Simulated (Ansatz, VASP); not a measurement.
# LaSc2As4: VASP beside Ansatz

```
La Sc As
1.0
     6.17382    0.00000    0.00000
     0.00000    6.17382    0.00000
     0.00000    0.00000    3.99049
La Sc As
1 2 4
Direct
  0.00000 0.00000 0.87811
  0.00000 0.50000 0.87803
  0.50000 0.00000 0.87803
  0.27236 0.72760 0.37805
  0.72764 0.27240 0.37805
  0.27240 0.27236 0.37805
  0.72760 0.72764 0.37805
```

Alike in both runs: functional PBE; k mesh 4 × 4 × 2; occupations gaussian, width 0.1 eV; no spin polarisation.

Ansatz relaxed the structure, and its values are those at the end. VASP's run is a single point on that final structure, the one shown.

|  | VASP | Ansatz |
| --- | --- | --- |
| version | VASP 6.6.1 | Ansatz 0.2.0 |
| potentials or method | VASP PAW PBE potentials, release 64 (La, Sc_sv, As) | scalar-relativistic, plane waves, PAW |
| plane-wave cutoff (eV) | 520 | 420 |
| valence electrons in the cell | 53 | 93 |

Ansatz gave:

| Quantity | Value |
| --- | --- |
| gap on the k mesh at the Fermi level (eV) | none |
| pressure (GPa) | 0.1 |
| rms of the force components (eV/Å) | 0.004 |

Task: Which values does VASP return?

Result: gap on the k mesh at the Fermi level (eV): none; pressure (GPa): 0.2; rms of the force components (eV/Å): 0.008.

A gap of «none» marks a metal or a gap that the smearing closes. The functional is the same, so the differences come from potentials, cutoffs and numerics. The two sets of potentials don't hold the same shells in valence.

Caveats: the k mesh is coarse (spacing up to 0.79 Å⁻¹), so the values aren't converged. Spin-orbit coupling is left out, which matters for the levels of La.
